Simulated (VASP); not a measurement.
An input for Quantum ESPRESSO's pw.x (written as the equivalent of a VASP run, and not itself run):

```
&CONTROL
  calculation = 'scf'
  pseudo_dir = './pseudo'
  outdir = './out'
  tprnfor = .true.
  tstress = .true.
/
&SYSTEM
  ibrav = 0
  nat = 1
  ntyp = 1
  ecutwfc = 74
  occupations = 'tetrahedra'
  input_dft = 'rpbe'
/
&ELECTRONS
  conv_thr = 7.3e-09
  electron_maxstep = 100
/
ATOMIC_SPECIES
  K 39.098 K.upf
CELL_PARAMETERS angstrom
    -2.7122950    2.7122950    2.7122950
     2.7122950   -2.7122950    2.7122950
     2.7122950    2.7122950   -2.7122950
ATOMIC_POSITIONS crystal
  K    0.0000000  0.0000000  0.0000000
K_POINTS automatic
  11 11 11 0 0 0
```

### Question
Write the VASP files for the same calculation (RPBE).

### Answer
One answer among several that fit: 
POSCAR:
```
K
4.6978330
 -0.5773502392   0.5773502392   0.5773502392
  0.5773502392  -0.5773502392   0.5773502392
  0.5773502392   0.5773502392  -0.5773502392
K
1
direct
  0.0000000000   0.0000000000   0.0000000000
```

**KPOINTS**
```
Automatic mesh
0
Gamma
11 11 11
0 0 0
```

INCAR:
```
! general
SYSTEM  =  K
PREC    =  Accurate
ENCUT   =  520
LREAL   =  .False.
LASPH   =  .True.

! electronic loop
EDIFF   =  1E-7
NELM    =  100
ALGO    =  Normal

! smearing
ISMEAR  =  -5

! functional
GGA     =  RP

! ions
ISIF    =  2

! output
LWAVE   =  .False.
LCHARG  =  .True.
LORBIT  =  11
NEDOS   =  601
```

POTCAR, in this order: K_sv (PBE.64 set). Program: vasp_std.

Limits of the translation: the potentials are each code's own (VASP's PAW set, PseudoDojo norm-conserving files in pw.x), so ENCUT and ecutwfc are chosen apart and not converted; conv_thr bounds pw.x's estimated SCF error, while EDIFF bounds the energy change between steps.

The compound is K in the bcc structure. It was relaxed first, which changed the volume by +8 %.
